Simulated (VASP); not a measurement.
An input for Quantum ESPRESSO's pw.x (written as the equivalent of a VASP run, and not itself run):

```
&CONTROL
  calculation = 'vc-relax'
  pseudo_dir = './pseudo'
  outdir = './out'
  tprnfor = .true.
  tstress = .true.
  nstep = 60
  forc_conv_thr = 0.00078
/
&SYSTEM
  ibrav = 0
  nat = 4
  ntyp = 3
  ecutwfc = 102
  occupations = 'smearing'
  smearing = 'gaussian'
  degauss = 0.003675
  input_dft = 'pbesol'
/
&ELECTRONS
  conv_thr = 7.3e-08
  electron_maxstep = 100
/
&IONS
/
&CELL
/
ATOMIC_SPECIES
  Cd 112.414 Cd.upf
  Te 127.600 Te.upf
  Se 78.971 Se.upf
CELL_PARAMETERS angstrom
     4.4493029   -0.0000000    0.0000000
    -2.2246514    3.8532094    0.0000000
     0.0000000    0.0000000    7.2545436
ATOMIC_POSITIONS crystal
  Cd   0.6666670  0.3333330  0.4836624
  Cd   0.0000000  0.0000000  0.0149456
  Te   0.0000000  0.0000000  0.6279122
  Se   0.6666670  0.3333330  0.1214897
K_POINTS automatic
  5 5 3 0 0 0
```

Question: Write the VASP files for the same calculation (PBEsol).

Answer: Several could match; the one computed here: 
File POSCAR:
```
Cd2TeSe
1.0
  4.4493028571   0.0000000000   0.0000000000
 -2.2246514285   3.8532093857   0.0000000000
  0.0000000000   0.0000000000   7.2545436198
Cd Te Se
2 1 1
Cartesian
  2.2246536532   1.2844018442   3.5087501877
  0.0000000000   0.0000000000   0.1084236936
  0.0000000000   0.0000000000   4.5552167098
  2.2246536532   1.2844018442   0.8813523918
```

### KPOINTS
```
Automatic mesh
0
Gamma
 5 5 3
0 0 0
```

### INCAR
```
EDIFF  =  1E-6
ENCUT  =  400
ISIF  =  3
IBRION  =  2   # conjugate gradients
NSW  =  60
SYSTEM  =  Cd2TeSe
PREC  =  Accurate
NELM  =  100   # most electronic steps
GGA  =  PS   # PBEsol
ISMEAR  =  0
SIGMA  =  0.05   # width (eV)
LMAXMIX  =  4
LWAVE  =  F
LCHARG  =  F
EDIFFG  =  -0.02   # ionic stop
LASPH  =  T
LREAL  =  F   # projection in real space or not
ALGO  =  Normal
```

POTCAR, in this order: Cd Te Se (PBE.64 set). Program: vasp_std.

Limits of the translation: the potentials are each code's own (VASP's PAW set, PseudoDojo norm-conserving files in pw.x), so ENCUT and ecutwfc are chosen apart and not converted; conv_thr bounds pw.x's estimated SCF error, while EDIFF bounds the energy change between steps; forc_conv_thr acts on force components and is met together with etot_conv_thr.

The structure comes from a computed database's Cd2TeSe entry (P3m1); how it stands against other phases isn't given here. This run relaxes it. Symmetry was kept, so distortions that lower it aren't found. The start is the result of an earlier pass.
